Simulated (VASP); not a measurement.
Computed with PBE GGA with D4 dispersion, VASP's PBE PAW potentials (set 64) (plane waves; VASP 6.6.1).

A VASP calculation is set up with these files.

KPOINTS:
```
K-points
0
gamma
  3 3 1
```

File POSCAR:
```
MnS
1
    5.0087430000     0.0000000000     0.0000000000
    0.0000000000     7.0834320000     0.0000000000
    0.0000000000     0.0000000000    19.3864000000
Mn S
8 8
Direct
  0.0000000000   0.0535710000   0.3610780000
  0.5000000000   0.3035710000   0.4536940000
  0.0000000000   0.5535710000   0.3610780000
  0.5000000000   0.8035710000   0.4536940000
  0.0000000000   0.5535710000   0.5463060000
  0.5000000000   0.8035710000   0.6389220000
  0.0000000000   0.0535710000   0.5463060000
  0.5000000000   0.3035710000   0.6389220000
  0.0000000000   0.8035710000   0.4536940000
  0.5000000000   0.5535710000   0.3610780000
  0.0000000000   0.3035710000   0.4536940000
  0.5000000000   0.0535710000   0.3610780000
  0.0000000000   0.3035710000   0.6389220000
  0.5000000000   0.0535710000   0.5463060000
  0.0000000000   0.8035710000   0.6389220000
  0.5000000000   0.5535710000   0.5463060000
```

**INCAR**
```
SYSTEM=MnS
PREC=Accurate; ENCUT=300; LREAL=Auto
LASPH=.TRUE.
EDIFF=1E-6; NELM=100; ALGO=Normal
LMAXMIX=4
ISMEAR=-1; SIGMA=0.136
GGA=PE; IVDW=13
MAGMOM=4.0 4.0 4.0 4.0 4.0 4.0 4.0 4.0 0.0 0.0 0.0 0.0 0.0 0.0 0.0 0.0
ISPIN=2
ISIF=2
LWAVE=.FALSE.; LCHARG=.FALSE.; LORBIT=11
DIPOL=0.5 0.5 0.5
LDIPOL=.TRUE.; IDIPOL=3
```

POTCAR, in this order: Mn_pv S (PBE.64 set). Program: vasp_std.

Q: What will the output report for the number of irreducible k-points (NKPTS), largest plane-wave count, number of space-group operations, FFT grid (NGX, NGY, NGZ)?

A: 
```
Quantity                                       Result
--------------------------------------  -------------
number of irreducible k-points (NKPTS)              4
largest plane-wave count                         8140
number of space-group operations                    8
FFT grid (NGX, NGY, NGZ)                28 × 40 × 112
```

The cell is a sheet with vacuum, built from a generated structure.
